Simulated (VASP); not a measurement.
Consider the following.

Space group Pm-3m (No. 221); a = 3.8623 Å, b = 3.8623 Å, c = 3.8623 Å, α = 90.00°, β = 90.00°, γ = 90.00°

| atom | site | symmetry | x | y | z |
|---|---|---|---|---|---|
| Sr | 1a | m-3m | 0.0000 | 0.0000 | 0.0000 |
| V | 1b | m-3m | 0.5000 | 0.5000 | 0.5000 |
| O | 3c | 4/mm.m | 0.0000 | 0.5000 | 0.5000 |

Calculation: PW91 GGA, VASP's PBE PAW potentials (set 64) (plane waves; VASP 6.6.1). Run with 520 eV cut-off, 8×8×8 Γ-centred mesh, first-order Methfessel-Paxton smearing of 0.10 eV, potentials Sr_sv V_sv O.

**Question.** Give the energy at these volumes per atom, relative to the lowest: 10.82, 11.16, 11.51, 11.85, 12.20 Å³.

**Answer.** 27.5, 6.7, 0.0, 5.2, 20.4 meV/atom. A third-order Birch-Murnaghan fit gives B0 = 183 GPa and B0′ = 4.5.

Measured: a 3.842 Å (computed value off by +0.5 %), as given by Samuel D. Marks et al., Physical Review Materials (2021), arXiv:2103.05797. The calculation is for a static lattice, while the measured a holds thermal and zero-point effects, which are part of the difference.

The compound is SrVO3 in the cubic perovskite structure. It was relaxed first. The run is not spin-polarised, so no magnetic state was tried.
